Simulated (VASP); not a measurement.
These are PBE GGA, VASP's PBE PAW potentials (set 64) (plane waves; VASP) values and carry that method's errors.

Input for VASP

**POSCAR**
```
GaAs
1
    0.0000000000     2.7685000000     2.7685000000
    2.7685000000     0.0000000000     2.7685000000
    2.7685000000     2.7685000000     0.0000000000
Ga As
1 1
Direct
  0.0000000000   0.0000000000   0.0000000000
  0.2500000000   0.2500000000   0.2500000000
```

**INCAR**
```
SYSTEM = GaAs
PREC = Accurate; ENCUT = 300; LREAL = .FALSE.
LASPH = .TRUE.
EDIFF = 1E-6; NELM = 100; ALGO = Normal
LMAXMIX = 4
ISMEAR = -1; SIGMA = 0.01
GGA = PE
ISIF = 2
LWAVE = .FALSE.; LCHARG = .FALSE.
```

KPOINTS:
```
Automatic mesh
0
Gamma
8 8 8
0 0 0
```

POTCAR, in this order: Ga_d As (PBE.64 set). Program: vasp_std.

Output

OSZICAR:
```
       N       E                     dE             d eps       ncg     rms          rms(c)
DAV:   1     0.641388905792E+02    0.64139E+02   -0.71605E+03   754   0.144E+03
DAV:   2    -0.392933448388E+01   -0.68068E+02   -0.65610E+02   834   0.249E+02
DAV:   3    -0.826022752720E+01   -0.43309E+01   -0.43173E+01   929   0.619E+01
DAV:   4    -0.831541107063E+01   -0.55184E-01   -0.55169E-01   878   0.763E+00
DAV:   5    -0.831644602818E+01   -0.10350E-02   -0.10349E-02   899   0.871E-01    0.313E+00
DAV:   6    -0.816613005399E+01    0.15032E+00   -0.25726E-01  1161   0.100E+01    0.191E+00
DAV:   7    -0.814294901319E+01    0.23181E-01   -0.84309E-02  1033   0.240E+00    0.582E-01
DAV:   8    -0.814357299306E+01   -0.62398E-03   -0.11240E-02   884   0.150E+00    0.124E-01
DAV:   9    -0.814393559349E+01   -0.36260E-03   -0.11025E-03   907   0.447E-01    0.503E-02
DAV:  10    -0.814399612305E+01   -0.60530E-04   -0.85777E-05   999   0.120E-01    0.274E-02
DAV:  11    -0.814404233222E+01   -0.46209E-04   -0.69945E-05   829   0.744E-02    0.290E-03
DAV:  12    -0.814404263767E+01   -0.30545E-06   -0.12231E-06   670   0.192E-02
   1 F= -.81440426E+01 E0= -.81440426E+01  d E =-.100617E-13
```

File OUTCAR:
```
------------------------ aborting loop because EDIFF is reached ----------------------------------------
  FORCE on cell =-STRESS in cart. coord.  units (eV):
  Direction    XX          YY          ZZ          XY          YZ          ZX
  --------------------------------------------------------------------------------------
  Total        2.3514886      2.3514886      2.3514886     -0.0000000      0.0000000     -0.0000000
  in kB       88.7748368     88.7748368     88.7748368     -0.0000000      0.0000000     -0.0000000
  external PRESSURE =      88.7748368 kB  Pullay stress =       0.0000000 kB
  volume of cell :       42.44
      direct lattice vectors                 reciprocal lattice vectors
     0.000000000  2.768500000  2.768500000    -0.180603215  0.180603215  0.180603215
     2.768500000  0.000000000  2.768500000     0.180603215 -0.180603215  0.180603215
     2.768500000  2.768500000  0.000000000     0.180603215  0.180603215 -0.180603215
  FREE ENERGIE OF THE ION-ELECTRON SYSTEM (eV)
  ---------------------------------------------------
  free  energy   TOTEN  =        -8.1440426377 eV

  energy  without entropy=       -8.1440426377  energy(sigma->0) =       -8.14404264
```
(Selected blocks of OUTCAR.)

At this cut-off the stress carries a Pulay error, which pulls relaxed volumes low.

The structure is a typed GaAs crystal (F-43m). The cell was not relaxed at this level, and its volume differs by -5.9 % from the start's.
